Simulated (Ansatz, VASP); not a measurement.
# Sn: VASP beside Ansatz, part 2 of 4

One calculation is typed for both programs; each brings its own data sets. How far apart do they land? Of the first pair: The structure shown is the start of the Ansatz relaxation below; VASP solves that cell, so the two are compared at the walk's first step.

VASP 6.6.1 and Ansatz 0.2.0.

So far: Set-up; Ansatz: relaxation, PBEsol.

**3. VASP: single point, PBEsol, start cell, pair 1**

Level of this step: PBEsol; plane waves and PAW (Sn_d) (VASP).

The same cell, functional, mesh and smearing now go to VASP, with its own data sets.

Lines of VASP's logs that name or quote its potential files are left out, and so is its time.

The input, INCAR:

```
SYSTEM = Sn
PREC = Accurate
ENCUT = 400
EDIFF = 1E-06
NELM = 120
ISMEAR = 0
SIGMA = 0.015
LREAL = .FALSE.
ALGO = Normal
GGA = PS
NBANDS = 20
LORBIT = 11
LWAVE = .FALSE.
LCHARG = .FALSE.
ISIF = 2
ISYM = 2
LASPH = .TRUE.
GGA_COMPAT = .FALSE.
KPAR = 2
```

The input, POSCAR:

```
Sn
1.0
    0.0689020000      3.3315520000      3.2242670000
    3.3315520000      0.0689020000      3.2242670000
    3.4004540000      3.4004540000      0.0000000000
Sn
2
Direct
    0.5028011018      0.5028011018      0.4972900625
    0.7471991308      0.7471991308      0.7527097049
```

The input, KPOINTS:

```
Points of the shifted mesh
1728
Reciprocal
 0.0416666667  0.0416666667  0.0416666667 1
 0.0416666667  0.0416666667  0.1250000000 1
 0.0416666667  0.0416666667  0.2083333333 1
 0.0416666667  0.0416666667  0.2916666667 1
 0.0416666667  0.0416666667  0.3750000000 1
 0.0416666667  0.0416666667  0.4583333333 1
 0.0416666667  0.0416666667  0.5416666667 1
 0.0416666667  0.0416666667  0.6250000000 1
 0.0416666667  0.0416666667  0.7083333333 1
 0.0416666667  0.0416666667  0.7916666667 1
 0.0416666667  0.0416666667  0.8750000000 1
 0.0416666667  0.0416666667  0.9583333333 1
 0.0416666667  0.1250000000  0.0416666667 1
 0.0416666667  0.1250000000  0.1250000000 1
 0.0416666667  0.1250000000  0.2083333333 1
 0.0416666667  0.1250000000  0.2916666667 1
 0.0416666667  0.1250000000  0.3750000000 1
 0.0416666667  0.1250000000  0.4583333333 1
 0.0416666667  0.1250000000  0.5416666667 1
 0.0416666667  0.1250000000  0.6250000000 1
 0.0416666667  0.1250000000  0.7083333333 1
 0.0416666667  0.1250000000  0.7916666667 1
 0.0416666667  0.1250000000  0.8750000000 1
 0.0416666667  0.1250000000  0.9583333333 1
 0.0416666667  0.2083333333  0.0416666667 1
 0.0416666667  0.2083333333  0.1250000000 1
 0.0416666667  0.2083333333  0.2083333333 1
 0.0416666667  0.2083333333  0.2916666667 1
 0.0416666667  0.2083333333  0.3750000000 1
 0.0416666667  0.2083333333  0.4583333333 1
 0.0416666667  0.2083333333  0.5416666667 1
 0.0416666667  0.2083333333  0.6250000000 1
 0.0416666667  0.2083333333  0.7083333333 1
 0.0416666667  0.2083333333  0.7916666667 1
 0.0416666667  0.2083333333  0.8750000000 1
 0.0416666667  0.2083333333  0.9583333333 1
 0.0416666667  0.2916666667  0.0416666667 1
 0.0416666667  0.2916666667  0.1250000000 1
 0.0416666667  0.2916666667  0.2083333333 1
 0.0416666667  0.2916666667  0.2916666667 1
 0.0416666667  0.2916666667  0.3750000000 1
 0.0416666667  0.2916666667  0.4583333333 1
 0.0416666667  0.2916666667  0.5416666667 1
 0.0416666667  0.2916666667  0.6250000000 1
 0.0416666667  0.2916666667  0.7083333333 1
 0.0416666667  0.2916666667  0.7916666667 1
 0.0416666667  0.2916666667  0.8750000000 1
 0.0416666667  0.2916666667  0.9583333333 1
 0.0416666667  0.3750000000  0.0416666667 1
 0.0416666667  0.3750000000  0.1250000000 1
 0.0416666667  0.3750000000  0.2083333333 1
 0.0416666667  0.3750000000  0.2916666667 1
 0.0416666667  0.3750000000  0.3750000000 1
 0.0416666667  0.3750000000  0.4583333333 1
 0.0416666667  0.3750000000  0.5416666667 1
 0.0416666667  0.3750000000  0.6250000000 1
 0.0416666667  0.3750000000  0.7083333333 1
 0.0416666667  0.3750000000  0.7916666667 1
 0.0416666667  0.3750000000  0.8750000000 1
 0.0416666667  0.3750000000  0.9583333333 1
 0.0416666667  0.4583333333  0.0416666667 1
 0.0416666667  0.4583333333  0.1250000000 1
 0.0416666667  0.4583333333  0.2083333333 1
 0.0416666667  0.4583333333  0.2916666667 1
 0.0416666667  0.4583333333  0.3750000000 1
 0.0416666667  0.4583333333  0.4583333333 1
 0.0416666667  0.4583333333  0.5416666667 1
 0.0416666667  0.4583333333  0.6250000000 1
 0.0416666667  0.4583333333  0.7083333333 1
 0.0416666667  0.4583333333  0.7916666667 1
 0.0416666667  0.4583333333  0.8750000000 1
 0.0416666667  0.4583333333  0.9583333333 1
 0.0416666667  0.5416666667  0.0416666667 1
 0.0416666667  0.5416666667  0.1250000000 1
 0.0416666667  0.5416666667  0.2083333333 1
 0.0416666667  0.5416666667  0.2916666667 1
 0.0416666667  0.5416666667  0.3750000000 1
 0.0416666667  0.5416666667  0.4583333333 1
 0.0416666667  0.5416666667  0.5416666667 1
 0.0416666667  0.5416666667  0.6250000000 1
 0.0416666667  0.5416666667  0.7083333333 1
 0.0416666667  0.5416666667  0.7916666667 1
 0.0416666667  0.5416666667  0.8750000000 1
 0.0416666667  0.5416666667  0.9583333333 1
 0.0416666667  0.6250000000  0.0416666667 1
 0.0416666667  0.6250000000  0.1250000000 1
 0.0416666667  0.6250000000  0.2083333333 1
 0.0416666667  0.6250000000  0.2916666667 1
 0.0416666667  0.6250000000  0.3750000000 1
 0.0416666667  0.6250000000  0.4583333333 1
 0.0416666667  0.6250000000  0.5416666667 1
 0.0416666667  0.6250000000  0.6250000000 1
 0.0416666667  0.6250000000  0.7083333333 1
 0.0416666667  0.6250000000  0.7916666667 1
 0.0416666667  0.6250000000  0.8750000000 1
 0.0416666667  0.6250000000  0.9583333333 1
 0.0416666667  0.7083333333  0.0416666667 1
 0.0416666667  0.7083333333  0.1250000000 1
 0.0416666667  0.7083333333  0.2083333333 1
 0.0416666667  0.7083333333  0.2916666667 1
 0.0416666667  0.7083333333  0.3750000000 1
 0.0416666667  0.7083333333  0.4583333333 1
 0.0416666667  0.7083333333  0.5416666667 1
 0.0416666667  0.7083333333  0.6250000000 1
 0.0416666667  0.7083333333  0.7083333333 1
 0.0416666667  0.7083333333  0.7916666667 1
 0.0416666667  0.7083333333  0.8750000000 1
 0.0416666667  0.7083333333  0.9583333333 1
 0.0416666667  0.7916666667  0.0416666667 1
 0.0416666667  0.7916666667  0.1250000000 1
 0.0416666667  0.7916666667  0.2083333333 1
 0.0416666667  0.7916666667  0.2916666667 1
[... 1390 lines left out ...]
 0.8750000000  0.4583333333  0.1250000000 1
 0.8750000000  0.4583333333  0.2083333333 1
 0.8750000000  0.4583333333  0.2916666667 1
 0.8750000000  0.4583333333  0.3750000000 1
 0.8750000000  0.4583333333  0.4583333333 1
 0.8750000000  0.4583333333  0.5416666667 1
 0.8750000000  0.4583333333  0.6250000000 1
 0.8750000000  0.4583333333  0.7083333333 1
 0.8750000000  0.4583333333  0.7916666667 1
 0.8750000000  0.4583333333  0.8750000000 1
 0.8750000000  0.4583333333  0.9583333333 1
 0.8750000000  0.5416666667  0.0416666667 1
 0.8750000000  0.5416666667  0.1250000000 1
 0.8750000000  0.5416666667  0.2083333333 1
 0.8750000000  0.5416666667  0.2916666667 1
 0.8750000000  0.5416666667  0.3750000000 1
 0.8750000000  0.5416666667  0.4583333333 1
 0.8750000000  0.5416666667  0.5416666667 1
 0.8750000000  0.5416666667  0.6250000000 1
 0.8750000000  0.5416666667  0.7083333333 1
 0.8750000000  0.5416666667  0.7916666667 1
 0.8750000000  0.5416666667  0.8750000000 1
 0.8750000000  0.5416666667  0.9583333333 1
 0.8750000000  0.6250000000  0.0416666667 1
 0.8750000000  0.6250000000  0.1250000000 1
 0.8750000000  0.6250000000  0.2083333333 1
 0.8750000000  0.6250000000  0.2916666667 1
 0.8750000000  0.6250000000  0.3750000000 1
 0.8750000000  0.6250000000  0.4583333333 1
 0.8750000000  0.6250000000  0.5416666667 1
 0.8750000000  0.6250000000  0.6250000000 1
 0.8750000000  0.6250000000  0.7083333333 1
 0.8750000000  0.6250000000  0.7916666667 1
 0.8750000000  0.6250000000  0.8750000000 1
 0.8750000000  0.6250000000  0.9583333333 1
 0.8750000000  0.7083333333  0.0416666667 1
 0.8750000000  0.7083333333  0.1250000000 1
 0.8750000000  0.7083333333  0.2083333333 1
 0.8750000000  0.7083333333  0.2916666667 1
 0.8750000000  0.7083333333  0.3750000000 1
 0.8750000000  0.7083333333  0.4583333333 1
 0.8750000000  0.7083333333  0.5416666667 1
 0.8750000000  0.7083333333  0.6250000000 1
 0.8750000000  0.7083333333  0.7083333333 1
 0.8750000000  0.7083333333  0.7916666667 1
 0.8750000000  0.7083333333  0.8750000000 1
 0.8750000000  0.7083333333  0.9583333333 1
 0.8750000000  0.7916666667  0.0416666667 1
 0.8750000000  0.7916666667  0.1250000000 1
 0.8750000000  0.7916666667  0.2083333333 1
 0.8750000000  0.7916666667  0.2916666667 1
 0.8750000000  0.7916666667  0.3750000000 1
 0.8750000000  0.7916666667  0.4583333333 1
 0.8750000000  0.7916666667  0.5416666667 1
 0.8750000000  0.7916666667  0.6250000000 1
 0.8750000000  0.7916666667  0.7083333333 1
 0.8750000000  0.7916666667  0.7916666667 1
 0.8750000000  0.7916666667  0.8750000000 1
 0.8750000000  0.7916666667  0.9583333333 1
 0.8750000000  0.8750000000  0.0416666667 1
 0.8750000000  0.8750000000  0.1250000000 1
 0.8750000000  0.8750000000  0.2083333333 1
 0.8750000000  0.8750000000  0.2916666667 1
 0.8750000000  0.8750000000  0.3750000000 1
 0.8750000000  0.8750000000  0.4583333333 1
 0.8750000000  0.8750000000  0.5416666667 1
 0.8750000000  0.8750000000  0.6250000000 1
 0.8750000000  0.8750000000  0.7083333333 1
 0.8750000000  0.8750000000  0.7916666667 1
 0.8750000000  0.8750000000  0.8750000000 1
 0.8750000000  0.8750000000  0.9583333333 1
 0.8750000000  0.9583333333  0.0416666667 1
 0.8750000000  0.9583333333  0.1250000000 1
 0.8750000000  0.9583333333  0.2083333333 1
 0.8750000000  0.9583333333  0.2916666667 1
 0.8750000000  0.9583333333  0.3750000000 1
 0.8750000000  0.9583333333  0.4583333333 1
 0.8750000000  0.9583333333  0.5416666667 1
 0.8750000000  0.9583333333  0.6250000000 1
 0.8750000000  0.9583333333  0.7083333333 1
 0.8750000000  0.9583333333  0.7916666667 1
 0.8750000000  0.9583333333  0.8750000000 1
 0.8750000000  0.9583333333  0.9583333333 1
 0.9583333333  0.0416666667  0.0416666667 1
 0.9583333333  0.0416666667  0.1250000000 1
 0.9583333333  0.0416666667  0.2083333333 1
 0.9583333333  0.0416666667  0.2916666667 1
 0.9583333333  0.0416666667  0.3750000000 1
 0.9583333333  0.0416666667  0.4583333333 1
 0.9583333333  0.0416666667  0.5416666667 1
 0.9583333333  0.0416666667  0.6250000000 1
 0.9583333333  0.0416666667  0.7083333333 1
 0.9583333333  0.0416666667  0.7916666667 1
 0.9583333333  0.0416666667  0.8750000000 1
 0.9583333333  0.0416666667  0.9583333333 1
 0.9583333333  0.1250000000  0.0416666667 1
 0.9583333333  0.1250000000  0.1250000000 1
 0.9583333333  0.1250000000  0.2083333333 1
 0.9583333333  0.1250000000  0.2916666667 1
 0.9583333333  0.1250000000  0.3750000000 1
 0.9583333333  0.1250000000  0.4583333333 1
 0.9583333333  0.1250000000  0.5416666667 1
 0.9583333333  0.1250000000  0.6250000000 1
 0.9583333333  0.1250000000  0.7083333333 1
 0.9583333333  0.1250000000  0.7916666667 1
 0.9583333333  0.1250000000  0.8750000000 1
 0.9583333333  0.1250000000  0.9583333333 1
 0.9583333333  0.2083333333  0.0416666667 1
 0.9583333333  0.2083333333  0.1250000000 1
 0.9583333333  0.2083333333  0.2083333333 1
 0.9583333333  0.2083333333  0.2916666667 1
 0.9583333333  0.2083333333  0.3750000000 1
 0.9583333333  0.2083333333  0.4583333333 1
 0.9583333333  0.2083333333  0.5416666667 1
 0.9583333333  0.2083333333  0.6250000000 1
 0.9583333333  0.2083333333  0.7083333333 1
 0.9583333333  0.2083333333  0.7916666667 1
 0.9583333333  0.2083333333  0.8750000000 1
 0.9583333333  0.2083333333  0.9583333333 1
 0.9583333333  0.2916666667  0.0416666667 1
 0.9583333333  0.2916666667  0.1250000000 1
 0.9583333333  0.2916666667  0.2083333333 1
 0.9583333333  0.2916666667  0.2916666667 1
 0.9583333333  0.2916666667  0.3750000000 1
 0.9583333333  0.2916666667  0.4583333333 1
 0.9583333333  0.2916666667  0.5416666667 1
 0.9583333333  0.2916666667  0.6250000000 1
 0.9583333333  0.2916666667  0.7083333333 1
 0.9583333333  0.2916666667  0.7916666667 1
 0.9583333333  0.2916666667  0.8750000000 1
 0.9583333333  0.2916666667  0.9583333333 1
 0.9583333333  0.3750000000  0.0416666667 1
 0.9583333333  0.3750000000  0.1250000000 1
 0.9583333333  0.3750000000  0.2083333333 1
 0.9583333333  0.3750000000  0.2916666667 1
 0.9583333333  0.3750000000  0.3750000000 1
 0.9583333333  0.3750000000  0.4583333333 1
 0.9583333333  0.3750000000  0.5416666667 1
 0.9583333333  0.3750000000  0.6250000000 1
 0.9583333333  0.3750000000  0.7083333333 1
 0.9583333333  0.3750000000  0.7916666667 1
 0.9583333333  0.3750000000  0.8750000000 1
 0.9583333333  0.3750000000  0.9583333333 1
 0.9583333333  0.4583333333  0.0416666667 1
 0.9583333333  0.4583333333  0.1250000000 1
 0.9583333333  0.4583333333  0.2083333333 1
 0.9583333333  0.4583333333  0.2916666667 1
 0.9583333333  0.4583333333  0.3750000000 1
 0.9583333333  0.4583333333  0.4583333333 1
 0.9583333333  0.4583333333  0.5416666667 1
 0.9583333333  0.4583333333  0.6250000000 1
 0.9583333333  0.4583333333  0.7083333333 1
 0.9583333333  0.4583333333  0.7916666667 1
 0.9583333333  0.4583333333  0.8750000000 1
 0.9583333333  0.4583333333  0.9583333333 1
 0.9583333333  0.5416666667  0.0416666667 1
 0.9583333333  0.5416666667  0.1250000000 1
 0.9583333333  0.5416666667  0.2083333333 1
 0.9583333333  0.5416666667  0.2916666667 1
 0.9583333333  0.5416666667  0.3750000000 1
 0.9583333333  0.5416666667  0.4583333333 1
 0.9583333333  0.5416666667  0.5416666667 1
 0.9583333333  0.5416666667  0.6250000000 1
 0.9583333333  0.5416666667  0.7083333333 1
 0.9583333333  0.5416666667  0.7916666667 1
 0.9583333333  0.5416666667  0.8750000000 1
 0.9583333333  0.5416666667  0.9583333333 1
 0.9583333333  0.6250000000  0.0416666667 1
 0.9583333333  0.6250000000  0.1250000000 1
 0.9583333333  0.6250000000  0.2083333333 1
 0.9583333333  0.6250000000  0.2916666667 1
 0.9583333333  0.6250000000  0.3750000000 1
 0.9583333333  0.6250000000  0.4583333333 1
 0.9583333333  0.6250000000  0.5416666667 1
 0.9583333333  0.6250000000  0.6250000000 1
 0.9583333333  0.6250000000  0.7083333333 1
 0.9583333333  0.6250000000  0.7916666667 1
 0.9583333333  0.6250000000  0.8750000000 1
 0.9583333333  0.6250000000  0.9583333333 1
 0.9583333333  0.7083333333  0.0416666667 1
 0.9583333333  0.7083333333  0.1250000000 1
 0.9583333333  0.7083333333  0.2083333333 1
 0.9583333333  0.7083333333  0.2916666667 1
 0.9583333333  0.7083333333  0.3750000000 1
 0.9583333333  0.7083333333  0.4583333333 1
 0.9583333333  0.7083333333  0.5416666667 1
 0.9583333333  0.7083333333  0.6250000000 1
 0.9583333333  0.7083333333  0.7083333333 1
 0.9583333333  0.7083333333  0.7916666667 1
 0.9583333333  0.7083333333  0.8750000000 1
 0.9583333333  0.7083333333  0.9583333333 1
 0.9583333333  0.7916666667  0.0416666667 1
 0.9583333333  0.7916666667  0.1250000000 1
 0.9583333333  0.7916666667  0.2083333333 1
 0.9583333333  0.7916666667  0.2916666667 1
 0.9583333333  0.7916666667  0.3750000000 1
 0.9583333333  0.7916666667  0.4583333333 1
 0.9583333333  0.7916666667  0.5416666667 1
 0.9583333333  0.7916666667  0.6250000000 1
 0.9583333333  0.7916666667  0.7083333333 1
 0.9583333333  0.7916666667  0.7916666667 1
 0.9583333333  0.7916666667  0.8750000000 1
 0.9583333333  0.7916666667  0.9583333333 1
 0.9583333333  0.8750000000  0.0416666667 1
 0.9583333333  0.8750000000  0.1250000000 1
 0.9583333333  0.8750000000  0.2083333333 1
 0.9583333333  0.8750000000  0.2916666667 1
 0.9583333333  0.8750000000  0.3750000000 1
 0.9583333333  0.8750000000  0.4583333333 1
 0.9583333333  0.8750000000  0.5416666667 1
 0.9583333333  0.8750000000  0.6250000000 1
 0.9583333333  0.8750000000  0.7083333333 1
 0.9583333333  0.8750000000  0.7916666667 1
 0.9583333333  0.8750000000  0.8750000000 1
 0.9583333333  0.8750000000  0.9583333333 1
 0.9583333333  0.9583333333  0.0416666667 1
 0.9583333333  0.9583333333  0.1250000000 1
 0.9583333333  0.9583333333  0.2083333333 1
 0.9583333333  0.9583333333  0.2916666667 1
 0.9583333333  0.9583333333  0.3750000000 1
 0.9583333333  0.9583333333  0.4583333333 1
 0.9583333333  0.9583333333  0.5416666667 1
 0.9583333333  0.9583333333  0.6250000000 1
 0.9583333333  0.9583333333  0.7083333333 1
 0.9583333333  0.9583333333  0.7916666667 1
 0.9583333333  0.9583333333  0.8750000000 1
 0.9583333333  0.9583333333  0.9583333333 1
```

PAW data sets: Sn_d (PBE family, release 64).

The run is started by

```sh
> mpirun -np 2 vasp_std
```

Log:

```text
[banner, memory and clock lines left out]
running    2 mpi-ranks, on    1 nodes
 distrk:  each k-point on    1 cores,    2 groups
 distr:  one band on    1 cores,    1 groups

 POSCAR found type information on POSCAR Sn
 POSCAR found :  1 types and       2 ions
|                                                                             |
|               ----> ADVICE to this user running VASP <----                  |
|                                                                             |
|     You enforced a specific xc type in the INCAR file but a different       |
|     [... a line on the potential file left out ...]
|     I HOPE YOU KNOW WHAT YOU ARE DOING!                                     |
|                                                                             |

 LDA part: xc-table for (Slater+PW92), standard interpolation
 POSCAR, INCAR and KPOINTS ok, starting setup
 FFT: planning ... GRIDC
 FFT: planning ... GRID_SOFT
 FFT: planning ... GRID
 WAVECAR not read
 entering main loop
       N       E                     dE             d eps       ncg     rms          rms(c)
DAV:   1     0.206929605961E+03    0.20693E+03   -0.13255E+04 69616   0.173E+03
DAV:   2     0.129471670843E+02   -0.19398E+03   -0.19057E+03 69536   0.399E+02
DAV:   3    -0.787649607450E+01   -0.20824E+02   -0.20719E+02 79344   0.134E+02
DAV:   4    -0.851658596678E+01   -0.64009E+00   -0.63972E+00 78032   0.271E+01
DAV:   5    -0.853792965775E+01   -0.21344E-01   -0.21343E-01 92632   0.472E+00    0.305E+00
DAV:   6    -0.847429906568E+01    0.63631E-01   -0.41845E-02 93272   0.269E+00    0.172E+00
DAV:   7    -0.844422899729E+01    0.30070E-01   -0.51711E-02 77076   0.257E+00    0.165E-01
DAV:   8    -0.844509882416E+01   -0.86983E-03   -0.71871E-03 76068   0.103E+00    0.522E-02
DAV:   9    -0.844532265648E+01   -0.22383E-03   -0.34498E-04 87104   0.153E-01    0.139E-02
DAV:  10    -0.844534609312E+01   -0.23437E-04   -0.28613E-05 78980   0.429E-02    0.560E-03
DAV:  11    -0.844534776711E+01   -0.16740E-05   -0.36186E-06 61808   0.166E-02    0.164E-03
DAV:  12    -0.844534779989E+01   -0.32779E-07   -0.79053E-07 57412   0.984E-03
   1 F= -.84453478E+01 E0= -.84453342E+01  d E =-.272815E-04
```

[end of part 2 of 4]

[Lines on the potential files, build, host, timing and source positions are cut from VASP's logs without a mark.]

[Logs are printed without paths, hosts, clocks, repeated set-up lines and the standing remarks that a program may print on its own settings, such as how far it seeks lower states.]

[Hosts, paths, dates, database ids (printed as entryN), source tags and the programs' standing remarks are cut or masked in the printed files.]
